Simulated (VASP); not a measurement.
Output of a VASP run:

**OSZICAR**
```
       N       E                     dE             d eps       ncg     rms          rms(c)
DAV:   1    -0.834066983928E+00   -0.83407E+00   -0.10996E+03   912   0.380E+02
DAV:   2    -0.298277533842E+01   -0.21487E+01   -0.20729E+01  1218   0.243E+01
DAV:   3    -0.299959330738E+01   -0.16818E-01   -0.16328E-01  1278   0.275E+00
DAV:   4    -0.299966224075E+01   -0.68933E-04   -0.68890E-04  1296   0.144E-01
DAV:   5    -0.299966257757E+01   -0.33682E-06   -0.33666E-06  1260   0.690E-03    0.965E-01
DAV:   6    -0.299406844051E+01    0.55941E-02   -0.81145E-04  1152   0.308E-01    0.619E-01
DAV:   7    -0.298654700121E+01    0.75214E-02   -0.32330E-03   996   0.541E-01    0.357E-02
DAV:   8    -0.298656186251E+01   -0.14861E-04   -0.16601E-05  1440   0.343E-02    0.825E-03
DAV:   9    -0.298655991189E+01    0.19506E-05   -0.14984E-06  1104   0.848E-03    0.629E-04
DAV:  10    -0.298655959430E+01    0.31759E-06   -0.54339E-09   672   0.684E-04
   1 F= -.29865596E+01 E0= -.29859994E+01  d E =-.168073E-02
```

**OUTCAR**
```
------------------------ aborting loop because EDIFF is reached ----------------------------------------
  FORCE on cell =-STRESS in cart. coord.  units (eV):
  Direction    XX          YY          ZZ          XY          YZ          ZX
  --------------------------------------------------------------------------------------
  Total       -0.6452332     -0.6452335     -0.8508391      0.0000000      0.0000000      0.0000000
  in kB      -20.9531001    -20.9531093    -27.6298805      0.0000000      0.0000000      0.0000000
  external PRESSURE =     -23.1786967 kB  Pullay stress =       0.0000000 kB
  volume of cell :       49.34
      direct lattice vectors                 reciprocal lattice vectors
     1.637100000 -2.835541000  0.000000000     0.305418117 -0.176333194  0.000000000
     1.637100000  2.835541000  0.000000000     0.305418117  0.176333194  0.000000000
     0.000000000  0.000000000  5.314200000     0.000000000  0.000000000  0.188175078
 POSITION                                       TOTAL-FORCE (eV/Angst)
 -----------------------------------------------------------------------------------
      1.63710      0.94518      1.32855         0.000000     -0.000000      0.000000
      1.63710     -0.94518      3.98565        -0.000000      0.000000      0.000000
 -----------------------------------------------------------------------------------
    total drift:                                0.000001     -0.000005      0.000001
  FREE ENERGIE OF THE ION-ELECTRON SYSTEM (eV)
  ---------------------------------------------------
  free  energy   TOTEN  =        -2.9865595943 eV

  energy  without entropy=       -2.9848788628  energy(sigma->0) =       -2.98599935
```
(Selected blocks of OUTCAR.)

File POSCAR:
```
Mg
1
    1.6371000000    -2.8355410000     0.0000000000
    1.6371000000     2.8355410000     0.0000000000
    0.0000000000     0.0000000000     5.3142000000
Mg
2
Direct
  0.3333330000   0.6666670000   0.2500000000
  0.6666670000   0.3333330000   0.7500000000
```

Reconstruct the remaining input files.

One answer among several that fit: the input of the run itself, PBE GGA, plane waves, VASP's PBE PAW potentials (set 64).

### INCAR
```
LASPH = T   ! aspherical one-centre terms
LCHARG = F
ISMEAR = 1
PREC = Accurate
SIGMA = 0.1
ISIF = 2
NELM = 100
ALGO = Normal   ! blocked Davidson
EDIFF = 1E-6   ! SCF stop (eV)
LWAVE = F
LREAL = F   ! projection in real space or not
ENCUT = 400
SYSTEM = Mg
GGA = PE
```

### KPOINTS
```
Automatic mesh
0
Gamma
12 12 6
0 0 0
```

POTCAR, in this order: Mg (PBE.64 set). Program: vasp_std.

The compound is Mg in the hcp structure. The cell was not relaxed at this level.
